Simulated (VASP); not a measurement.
ZnSe (zinc blende):

```
ZnSe
1.0
    0.00000     2.83500     2.83500
    2.83500     0.00000     2.83500
    2.83500     2.83500     0.00000
Zn Se
1 1
Direct
  0.00000   0.00000   0.00000
  0.25000   0.25000   0.25000
```

The lowest empty band near Γ, direction [110], from mBJ (TB09) with spin-orbit coupling in VASP (PAW); its two spin partners are averaged. The gap over the points computed is 2.66 eV, and the next band on that side lies 3.81 eV away at the edge.

Run with 400 eV cut-off, 9×9×9 Γ-centred mesh, Gaussian smearing of 0.050 eV, potentials Zn Se.

```json
[
 {"distance from the edge in k (1/Å)": "0.018", "distance in energy (meV)": "6.6"},
 {"distance from the edge in k (1/Å)": "0.025", "distance in energy (meV)": "12.7"},
 {"distance from the edge in k (1/Å)": "0.035", "distance in energy (meV)": "24.8"},
 {"distance from the edge in k (1/Å)": "0.050", "distance in energy (meV)": "50.0"},
 {"distance from the edge in k (1/Å)": "0.070", "distance in energy (meV)": "95.9"}
]
```

Q: Fit E(1 + αE) = ħ²k²/2m* (ħ²/2m0 = 3.810 eV Å²) and predict the row at 0.095 1/Å.

A: Least squares on the energies gives the electron mass m* = 0.186 m0 and α = 0.48 per eV, and so 170.7 meV. The run gave 170.4 meV, -0.3 meV from the fit.

Left out are points under 3 meV from the edge, since the levels carry 0.1 meV, and points farther than half the way to the next band.

The compound is ZnSe in the zinc blende structure. The cell was not relaxed at this level.
